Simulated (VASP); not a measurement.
# SbMo2Ir2 (P2_1/m) in VASP: single point with PBE

Aim: the single point of SbMo2Ir2 with PBE.

All numbers are computed with VASP 6.6.1; they aren't measurements. Logs are shortened: lines on timing, memory, paths and dates and some standing lists are left out, and cuts for length are marked.

**1. The structure**

It takes space group P2_1/m (No. 11, monoclinic). The conventional cell has a = 7.028 Å, b = 2.903 Å, c = 8.961 Å, α = 90.00°, β = 111.54°, γ = 90.00°. Ir (site symmetry m) has 3 Mo at 2.68 to 2.87 Å and 7 Ir at 2.78 to 2.90 Å and 2 Sb at 2.84 Å as nearest neighbours. Around Ir (site symmetry m) lie 4 Mo at 2.57 to 2.69 Å and 5 Ir at 2.78 to 2.90 Å. Mo (site symmetry m) is surrounded by 3 Ir at 2.66 to 2.69 Å and 5 Mo at 2.69 to 2.91 Å and 1 Sb at 3.04 Å. Mo (site symmetry m) has 4 Ir at 2.57 to 2.87 Å and 5 Mo at 2.72 to 2.91 Å and 2 Sb at 2.90 Å as nearest neighbours. Around Sb (site symmetry m) lie 4 Ir at 2.84 to 3.04 Å and 5 Mo at 2.90 to 3.15 Å and 2 Sb at 2.90 Å.

The cell was built by a generator and needn't be a form met in nature.

**2. Single point, PBE**

INCAR reads:

```
ALGO = Fast ; EDIFF = 1E-7
ENCUT = 520 ; GGA = PE
ISIF = 2 ; ISMEAR = -1
LASPH = T ; LCHARG = T
LELF = T ; LREAL = F
LVHAR = T ; LWAVE = F
NBANDS = 62 ; NELM = 100
PREC = Accurate ; SIGMA = 0.1
```

KPOINTS reads:

```
k-points
0
Gamma
  3 6 3
```

POSCAR reads:

```
SbMo2Ir2
1.0
    7.0240448928      0.0000000000     -0.2331229283
    0.0000000000      2.9028108430      0.0000000000
   -3.0109551338      0.0000000000      8.4397493512
Ir Mo Sb
4 4 2
Direct
    0.3179447734      0.2500000000      0.9794477821
    0.6820552266      0.7500000000      0.0205522179
    0.4881285121      0.2500000000      0.7415673553
    0.5118714879      0.7500000000      0.2584326447
    0.6703403508      0.2500000000      0.5244035123
    0.3296596492      0.7500000000      0.4755964877
    0.8803377688      0.2500000000      0.8714818079
    0.1196622312      0.7500000000      0.1285181921
    0.9085393121      0.2500000000      0.3016928814
    0.0914606879      0.7500000000      0.6983071186
```

Potentials or basis: VASP PAW PBE potentials, release 64 (Ir, Mo_sv, Sb).

On the command line:

```bash
cat potpaw_PBE.64/Ir/POTCAR potpaw_PBE.64/Mo_sv/POTCAR potpaw_PBE.64/Sb/POTCAR > POTCAR
mpirun -np 1 vasp_std > vasp.out
```

OUTCAR:

```text
EDIFF = 1E-7
   ENCUT = 520
   GGA = PE
   ISIF = 2
   ISMEAR = -1
   LASPH = T
   LREAL = F
   NELM = 100
   PREC = Accurate

 ion  position               nearest neighbor table
   1  0.318  0.250  0.979-   8 2.68   8 2.68   4 2.78   4 2.78   3 2.80  10 2.84  10 2.84   2 2.85
                             2 2.85   7 2.87
   2  0.682  0.750  0.021-   7 2.68   7 2.68   3 2.78   3 2.78   4 2.80   9 2.84   9 2.84   1 2.85
                             1 2.85   8 2.87
   3  0.488  0.250  0.742-   7 2.57   6 2.66   6 2.66   5 2.69   2 2.78   2 2.78   1 2.80  10 3.04
                            10 3.04
   4  0.512  0.750  0.258-   8 2.57   5 2.66   5 2.66   6 2.69   1 2.78   1 2.78   2 2.80   9 3.04
                             9 3.04
   5  0.670  0.250  0.524-   4 2.66   4 2.66   3 2.69   6 2.69   6 2.69   7 2.91   9 3.04  10 3.15
                            10 3.15
   6  0.330  0.750  0.476-   3 2.66   3 2.66   4 2.69   5 2.69   5 2.69   8 2.91  10 3.04   9 3.15
                             9 3.15
   7  0.880  0.250  0.871-   3 2.57   2 2.68   2 2.68   8 2.72   8 2.72   1 2.87  10 2.90  10 2.90
                             5 2.91
   8  0.120  0.750  0.129-   4 2.57   1 2.68   1 2.68   7 2.72   7 2.72   2 2.87   9 2.90   9 2.90
                             6 2.91
   9  0.909  0.250  0.302-   2 2.84   2 2.84   8 2.90   8 2.90   4 3.04   4 3.04   5 3.04   6 3.15
                             6 3.15  10 3.61  10 3.61
  10  0.091  0.750  0.698-   1 2.84   1 2.84   7 2.90   7 2.90   3 3.04   3 3.04   6 3.04   5 3.15
                             5 3.15   9 3.61   9 3.61

  LATTYP: Found a simple monoclinic cell.
 ALAT       =     7.0279124180
 B/A-ratio  =     0.4130402700
 C/A-ratio  =     1.2750244277
 COS(beta)  =    -0.3670730111

  Lattice vectors:

 A1 = (   7.0240448928,   0.0000000000,  -0.2331229283)
 A2 = (   0.0000000000,   2.9028108430,   0.0000000000)
 A3 = (  -3.0109551338,   0.0000000000,   8.4397493512)

Analysis of symmetry for initial positions (statically):
=====================================================================
 Subroutine PRICEL returns:
 Original cell was already a primitive cell.

 Routine SETGRP: Setting up the symmetry group for a
 simple monoclinic supercell.

 Subroutine GETGRP returns: Found  4 space group operations
 (whereof  2 operations were pure point group operations)
 out of a pool of  4 trial point group operations.

The static configuration has the point symmetry S_2 .
 The point group associated with its full space group is C_2h.

Analysis of symmetry for dynamics (positions and initial velocities):
=====================================================================
 Subroutine PRICEL returns:
 Original cell was already a primitive cell.

 Routine SETGRP: Setting up the symmetry group for a
 simple monoclinic supercell.

 Subroutine GETGRP returns: Found  4 space group operations
 (whereof  2 operations were pure point group operations)
 out of a pool of  4 trial point group operations.

The dynamic configuration has the point symmetry S_2 .
 The point group associated with its full space group is C_2h.

 Subroutine INISYM returns: Found  4 space group operations
 (whereof  2 operations are pure point group operations),
 and found     1 'primitive' translations

----------------------------------------------------------------------------------------

                                     Primitive cell

  volume of cell :     170.0445

  direct lattice vectors                    reciprocal lattice vectors
     7.024044893  0.000000000 -0.233122928     0.144074029  0.000000000  0.051399682
     0.000000000  2.902810843  0.000000000     0.000000000  0.344493684  0.000000000
    -3.010955134  0.000000000  8.439749351     0.003979616  0.000000000  0.119906694

  length of vectors
     7.027912418  2.902810843  8.960760008     0.152968144  0.344493684  0.119972716

  position of ions in fractional coordinates (direct lattice)
     0.317944773  0.250000000  0.979447782
     0.682055227  0.750000000  0.020552218
     0.488128512  0.250000000  0.741567355
     0.511871488  0.750000000  0.258432645
     0.670340351  0.250000000  0.524403512
     0.329659649  0.750000000  0.475596488
     0.880337769  0.250000000  0.871481808
     0.119662231  0.750000000  0.128518192
     0.908539312  0.250000000  0.301692881
     0.091460688  0.750000000  0.698307119

  ion indices of the primitive-cell ions
   primitive index   ion index
                 1           1
                 2           2
                 3           3
                 4           4
                 5           5
                 6           6
                 7           7
                 8           8
                 9           9
                10          10

----------------------------------------------------------------------------------------

 KPOINTS: k-points

Automatic generation of k-mesh.
 Grid dimensions read from file:
 generate k-points for:    3    6    3

 Generating k-lattice:

  Cartesian coordinates                     Fractional coordinates (reciprocal lattice)
     0.048024676  0.000000000  0.017133227     0.333333333  0.000000000  0.000000000
     0.000000000  0.057415614  0.000000000     0.000000000  0.166666667  0.000000000
     0.001326539  0.000000000  0.039968898     0.000000000  0.000000000  0.333333333

  Length of vectors
     0.050989381  0.057415614  0.039990905

  Shift w.r.t. Gamma in fractional coordinates (k-lattice)
     0.000000000  0.000000000  0.000000000

 Subroutine IBZKPT returns following result:
 ===========================================

 Found     20 irreducible k-points:

 Following reciprocal coordinates:
            Coordinates               Weight
  0.000000  0.000000  0.000000      1.000000
  0.333333  0.000000 -0.000000      2.000000
  0.000000  0.166667  0.000000      2.000000
  0.333333  0.166667 -0.000000      4.000000
  0.000000  0.333333  0.000000      2.000000
  0.333333  0.333333 -0.000000      4.000000
[... 12 lines left out ...]
  0.333333  0.500000  0.333333      2.000000
 -0.333333  0.500000  0.333333      2.000000
   k-points           NKPTS =     20   k-points in BZ     NKDIM =     20   number of bands    NBANDS=     62
   number of dos      NEDOS =    301   number of ions     NIONS =     10
   total plane-waves  NPLWV =  90720
   dimension x,y,z NGX =    54 NGY =   24 NGZ =   70
   dimension x,y,z NGXF=   108 NGYF=   48 NGZF=  140
   ions per type =               4   4   2
   NGX,Y,Z   is equivalent  to a cutoff of  12.77, 13.74, 12.99 a.u.
   NGXF,Y,Z  is equivalent  to a cutoff of  25.55, 27.49, 25.97 a.u.
 SYSTEM =  unknown system
   PREC   = accura    normal or accurate (medium, high low for compatibility)
   ISTART =      0    job   : 0-new  1-cont  2-samecut
   ICHARG =      2    charge: 1-file 2-atom 10-const
   ISPIN  =      1    spin polarized calculation?
   LNONCOLLINEAR =      F non collinear calculations
   LSORBIT =      F    spin-orbit coupling
   LASPH  =      T    aspherical Exc in radial PAW
   ENCUT  =  520.0 eV  38.22 Ry    6.18 a.u.  13.07  5.40 16.66*2*pi/ulx,y,z
   NELM   =    100;   NELMIN=  2; NELMDL= -5     # of ELM steps
   EDIFF  = 0.1E-06   stopping-criterion for ELM
   LREAL  =      F    real-space projection
   EDIFFG = 0.1E-05   stopping-criterion for IOM
   NSW    =      0    number of steps for IOM
   IBRION =     -1    ionic relax: 0-MD 1-quasi-New 2-CG
   NFREE  =      0    steps in history (QN), initial steepest desc. (CG)
   ISIF   =      2    stress and relaxation
   ISYM   =      2    0-nonsym 1-usesym 2-fastsym
   POTIM  = 0.5000    time-step for ionic-motion
   TEBEG  =    0.0;   TEEND  =   0.0 temperature during run
   PSTRESS=    0.0 pullay stress
   NELECT =     102.0000    total number of electrons
   NUPDOWN=      -1.0000    fix difference up-down
   EMIN   =  10.00;   EMAX   =-10.00  energy-range for DOS
   EFERMI =   0.00;   METHOD = LEGACY
   ISMEAR =    -1;   SIGMA  =   0.10  broadening in eV -4-tet -1-fermi 0-gaus
   EFERMI_NEDOS =   21; number of points for ismear=-14 and -15
   IALGO  =     68    algorithm
   IMIX   =      4    mixing-type and parameters
     AMIX     =   0.40;   BMIX     =  1.00
     AMIX_MAG =   1.60;   BMIX_MAG =  1.00
  volume/ion in A,a.u.               =      17.00       114.75
  Fermi-wavevector in a.u.,A,eV,Ry     =   1.380662  2.609073 25.935799  1.906227
  Thomas-Fermi vector in A             =   2.505518
   LORBIT       =      0    0 simple, 1 ext, 2 COOP (PROOUT), +10 PAW based schemes
   GGA     = PE    functional components
   LHFCALC =     F    Hartree Fock is set to
   AEXX    =    0.0000 exact exchange contribution
   IVDW    =     0    specifies the selected vdW correction
   LEPSILON=     F    determine dielectric tensor
   LRPA    =     F    only Hartree local field effects (RPA)
 non-spin polarized calculation
 RMM-DIIS sequential band-by-band and
  energy-cutoff  :      520.00
  volume of cell :      170.04
 maximum number of plane-waves:      4616
 NGX is ok and might be reduce to    54
   NGX = 27   NGY = 11   NGZ = 33

 number of electron     102.0000001 magnetization

 Free energy of the ion-electron system (eV)
  ---------------------------------------------------
  ext. energy  EPLUGINS =         0.00000000
  ---------------------------------------------------
  free energy    TOTEN  =       -85.94871623 eV

  energy without entropy =      -85.67702709  energy(sigma->0) =      -85.81287166

 E-fermi :  10.6749     XC(G=0): -12.7251

 val. band max:       10.6362442935   @ k =   0.0000   0.1667   0.3333
 cond. band min:      10.6761817387   @ k =  -0.3333   0.3333   0.3333
 fundamental gap:      0.0399374452
 Fermi energy:        10.6749257049

 k-point     1 :       0.0000    0.0000    0.0000
  band No.  band energies     occupation
      1     -50.2861      2.00000
      2     -50.2273      2.00000
      3     -50.1588      2.00000
      4     -50.1105      2.00000
      5     -24.7208      2.00000
      6     -24.5931      2.00000
[... 54 lines left out ...]
     61      12.7342      0.00000
     62      12.8622      0.00000

 k-point     2 :       0.3333    0.0000   -0.0000
  band No.  band energies     occupation
      1     -50.2845      2.00000
      2     -50.2314      2.00000
      3     -50.1542      2.00000
      4     -50.1125      2.00000
      5     -24.7146      2.00000
      6     -24.6221      2.00000
[... 54 lines left out ...]
     61      12.9454      0.00000
     62      13.2422      0.00000

 k-point     3 :       0.0000    0.1667    0.0000
  band No.  band energies     occupation
      1     -50.2640      2.00000
      2     -50.2059      2.00000
      3     -50.1534      2.00000
      4     -50.1045      2.00000
      5     -24.6875      2.00000
      6     -24.5669      2.00000
[... 1094 lines left out ...]
     61      13.4102      0.00000
     62      13.5548      0.00000

 k-point    20 :      -0.3333    0.5000    0.3333
  band No.  band energies     occupation
      1     -50.1673      2.00000
      2     -50.1673      2.00000
      3     -50.1138      2.00000
      4     -50.1138      2.00000
      5     -24.7200      2.00000
      6     -24.7200      2.00000
[... 54 lines left out ...]
     61      13.4091      0.00000
     62      13.4661      0.00000

------------------------ aborting loop because EDIFF is reached ----------------------------------------

  FORCE on cell =-STRESS in cart. coord.  units (eV):
  Direction    XX          YY          ZZ          XY          YZ          ZX
  --------------------------------------------------------------------------------------
  -------------------------------------------------------------------------------------
  Total        0.2661468      0.3278729      0.3066843      0.0000000      0.0000000     -0.0229472
  in kB        2.5076633      3.0892531      2.8896125      0.0000000      0.0000000     -0.2162105
  external PRESSURE =       2.8288430 kB  Pullay stress =       0.0000000 kB

 VOLUME and BASIS-vectors are now :
 -----------------------------------------------------------------------------
  energy-cutoff  :      520.00
  volume of cell :      170.04
      direct lattice vectors                 reciprocal lattice vectors
     7.024044893  0.000000000 -0.233122928     0.144074029  0.000000000  0.051399682
     0.000000000  2.902810843  0.000000000     0.000000000  0.344493684  0.000000000
    -3.010955134  0.000000000  8.439749351     0.003979616  0.000000000  0.119906694

 POSITION                                       TOTAL-FORCE (eV/Angst)
 -----------------------------------------------------------------------------------
     -0.71581      0.72570      8.19217        -0.008594      0.000000     -0.014752
      4.72890      2.17711      0.01445         0.008594      0.000000      0.014752
      1.19581      0.72570      6.14485        -0.017048      0.000000     -0.002812
      2.81728      2.17711      2.06178         0.017048      0.000000      0.002812
      3.12955      0.72570      4.26956         0.019599      0.000000      0.011787
      0.88354      2.17711      3.93706        -0.019599      0.000000     -0.011787
      3.55954      0.72570      7.14986         0.009368      0.000000     -0.010735
      0.45355      2.17711      1.05677        -0.009368     -0.000000      0.010735
      5.47324      0.72570      2.33441        -0.009863      0.000000      0.001573
     -1.46015      2.17711      5.87222         0.009863     -0.000000     -0.001573
 -----------------------------------------------------------------------------------
    total drift:                               -0.000000      0.000000      0.000000

  FREE ENERGIE OF THE ION-ELECTRON SYSTEM (eV)
  ---------------------------------------------------
  free  energy   TOTEN  =       -85.9487162336 eV

  energy  without entropy=      -85.6770270855  energy(sigma->0) =      -85.81287166
```

Run time: 5.4 min. Hardware: 1 thread of Intel Xeon Platinum 8488C (Sapphire Rapids), shared host; peak memory 0.38 GiB.

Results:

```
Free energy            : -85.9487 eV
Pressure               : 0.3 GPa
Largest force          : 0.023 eV/Å
Band gap on the k mesh : none (metal or under the smearing width)
```

Forces in eV/Å, atoms in the order of the input:
```
Ir  -0.009  0.000 -0.015
Ir   0.009  0.000  0.015
Ir  -0.017  0.000 -0.003
Ir   0.017  0.000  0.003
Mo   0.020  0.000  0.012
Mo  -0.020  0.000 -0.012
Mo   0.009  0.000 -0.011
Mo  -0.009  0.000  0.011
Sb  -0.010  0.000  0.002
Sb   0.010  0.000 -0.002
```

Caveat: the k mesh is coarse (spacing up to 0.36 Å⁻¹), so the values aren't converged. The run has no spin-orbit coupling, so splittings on Ir, Sb are missing.
